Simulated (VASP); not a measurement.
Crystal: BeCdO2.

```xyz
4
Lattice="0.0000 3.5856 3.6012 2.0658 0.0000 3.6012 2.0658 3.5856 0.0000" Properties=species:S:1:pos:R:3 pbc="T T T"
Be    0.0000    0.0000    0.0000
Cd    2.0658    3.5856    3.6012
O     1.0329    0.0000    1.8006
O     1.0329    3.5856    1.8006
```

The cell was built by a generator and needn't be a form met in nature.

| Property | Result |
| --- | --- |
| Program | VASP 6.6.1 |
| Task | relaxation of cell and atoms |
| Functional | PBE |
| Potentials or basis | VASP PAW PBE potentials, release 64 (Be, Cd, O) |
| Cutoff | 520 eV |
| k mesh | 5 × 5 × 5 |
| Occupations | gaussian, width 0.15 eV |
| Spin | no spin polarisation |

At the start: pressure 25.5 GPa; volume 13.34 Å³/atom.

Question: Where does the relaxation end?

Answer: Over 11 steps the energy falls by 1229.2 meV/atom and the volume is 14.86 Å³/atom (+11.4 %); space group Fmmm (No. 69, to 0.05 Å).

Step by step:
```
step  energy change (eV)  largest force (eV/Å)  pressure (GPa)  volume (Å³)
   1              0.0000                0.0000           25.49        53.35
   2             -2.9480                0.0000          -16.97        69.71
   3             -3.0122                0.0000          -13.04        66.96
   4             -4.6400                0.0000           -7.32        61.08
   5             -4.7517                0.0000           -9.19        62.48
   6             -4.7428                0.0000           -9.80        62.87
   7             -4.5757                0.0000           17.17        55.17
   8             -4.9166                0.0000           -0.07        59.59
   9             -4.9168                0.0000            0.00        59.51
  10             -4.9165                0.0000            0.51        59.33
  11             -4.9168                0.0000            0.19        59.44
```

Final structure:
```
Be Cd O
1.0
     0.00000    3.58178    2.98659
     2.77836    0.00000    2.98659
     2.77836    3.58178    0.00000
Be Cd O
1 1 2
Direct
  0.00000 0.00000 0.00000
  0.50000 0.50000 0.50000
  0.00000 0.50000 0.00000
  0.50000 0.00000 0.50000
```

Caveat: the k mesh is coarse (spacing up to 0.39 Å⁻¹), so the values aren't converged.
